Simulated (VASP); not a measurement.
The system is BAs.

```
CELL_PARAMETERS angstrom
0.00000 2.38850 2.38850
2.38850 0.00000 2.38850
2.38850 2.38850 0.00000
ATOMIC_POSITIONS crystal
B 0.00000 0.00000 0.00000
As 0.25000 0.25000 0.25000
```

| Quantity | Value |
| --- | --- |
| Program | VASP 6.6.1 |
| Task | relaxation of cell and atoms |
| Functional | PBE |
| Potentials or basis | VASP PAW PBE potentials, release 64 (B, As) |
| Cutoff | 520 eV |
| k mesh | 2 × 2 × 2 |
| Occupations | gaussian, width 0.02 eV |
| Spin | no spin polarisation |

At the start: pressure 15.4 GPa; volume 13.63 Å³/atom.

Question: Where does the relaxation end?

Answer: Over 16 steps the energy falls by 69.5 meV/atom and the volume is 15.21 Å³/atom (+11.6 %); space group F-43m (No. 216, to 0.05 Å).

Step by step:
```tsv
step	energy change (eV)	largest force (eV/Å)	pressure (GPa)	volume (Å³)
1	0.0000	0.0000	15.44	27.25
2	-0.0832	0.0000	-7.16	32.77
3	-0.1391	0.0000	-0.04	30.43
4	-0.1390	0.0000	0.21	30.36
5	-0.1390	0.0000	0.21	30.37
6	-0.1390	0.0000	0.19	30.37
7	-0.1390	0.0000	0.19	30.37
8	-0.1390	0.0000	0.19	30.37
9	-0.1390	0.0000	0.19	30.37
10	-0.1390	0.0000	0.19	30.37
11	-0.1390	0.0000	0.19	30.37
12	-0.1390	0.0000	0.18	30.37
13	-0.1390	0.0000	0.17	30.38
14	-0.1390	0.0000	0.15	30.38
15	-0.1391	0.0000	0.10	30.39
16	-0.1391	0.0000	0.01	30.42
```

Final structure:
```yaml
crystal:
  lattice:
    - [0.00000, 2.47764, 2.47764]
    - [2.47764, 0.00000, 2.47764]
    - [2.47764, 2.47764, 0.00000]
  atoms:
    - { symbol: B, position: [0.00000, 0.00000, 0.00000] }
    - { symbol: As, position: [0.25000, 0.25000, 0.25000] }
```

Caveat: the k mesh is coarse (spacing up to 1.14 Å⁻¹), so the values aren't converged; the volume moved by +12 % from the deposited cell, more than functionals usually miss.
